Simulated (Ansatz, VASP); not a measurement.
Sr2B in VASP and in Ansatz

The input INCAR:

```
SYSTEM = Sr2B
PREC = Accurate ; ENCUT = 520
EDIFF = 1E-7 ; ISMEAR = -1
SIGMA = 0.05 ; LREAL = .False.
LASPH = .True. ; NELM = 80
ALGO = Normal ; ISIF = 2
LWAVE = .False. ; LCHARG = .False.
NBANDS = 18
```

The input KPOINTS:

```
Automatic mesh
0
Gamma
  10 10 10
  0 0 0
```

POSCAR

```
Sr2B
1.0
    2.0531964664     -1.1854135326      3.3553390245
    0.0000000000      2.3708270652      3.3553390245
   -2.0531964664     -1.1854135326      3.3553390245
B Sr
1 2
Direct
    0.0000000000      0.0000000000      0.0000000000
    0.2499809164      0.2499809164      0.2499809164
    0.7500190836      0.7500190836      0.7500190836
```

Input for Ansatz:

```yaml
crystal:
  lattice:
    - [2.0531964664, -1.1854135326, 3.3553390245]
    - [0.0, 2.3708270652, 3.3553390245]
    - [-2.0531964664, -1.1854135326, 3.3553390245]
  atoms:
    - { symbol: B, position: [0.0, 0.0, 0.0] }
    - { symbol: Sr, position: [0.2499809164, 0.2499809164, 0.2499809164] }
    - { symbol: Sr, position: [0.7500190836, 0.7500190836, 0.7500190836] }
kpoints:
  mp_grid: { grid: [10, 10, 10] }
  band_path:
    path:
      - [0.0, 0.0, 0.0]
      - [0.5, 0.5, 0.5]
      - [0.7501233018, 0.2498766982, 0.5]
      - [0.5, -0.2498766982, 0.2498766982]
      - [0.5, 0.0, 0.0]
      - [0.0, 0.0, 0.0]
      - [0.3749383491, -0.3749383491, 0.0]
      - [0.6250616509, 0.0, 0.3749383491]
      - [0.5, 0.0, 0.5]
    npoints: 8
scf:
  occupations: { method: fermi_dirac, width: 0.05 }
hamiltonian:
  xc: lda
  pseudopotentials: { kind: all_electron, lapw: { basis_error: 0.0005 } }
output:
  forces: true
  stress: true
  eigenvalues: true
  populations: true
```

Change from the starting cell: volume scaled by 0.6, LAPW.

Alike in both runs: task single point; functional LDA; k mesh 10 × 10 × 10; occupations fermi-dirac, width 0.05 eV; no spin polarisation.

|  | VASP | Ansatz |
| --- | --- | --- |
| version | VASP 6.6.1 | Ansatz 0.2.0 |
| potentials or method | VASP PAW LDA potentials, release 64 (B, Sr_sv) | all-electron LAPW, scalar-relativistic |
| plane-wave cutoff (eV) | 520 | see its input |

Ansatz gave:

* pressure (GPa): 41.6
* largest component of the traceless stress (GPa): 0.05

Q: Estimate VASP's values.

A: Pressure (GPa): 43.0; largest component of the traceless stress (GPa): 0.05.

Ansatz ran all-electron here, so the differences hold the error of VASP's frozen core and of both bases.

Caveats: so large a pressure means that the cell lies far from this level's equilibrium, or that cutoff or potentials fall short (VASP).
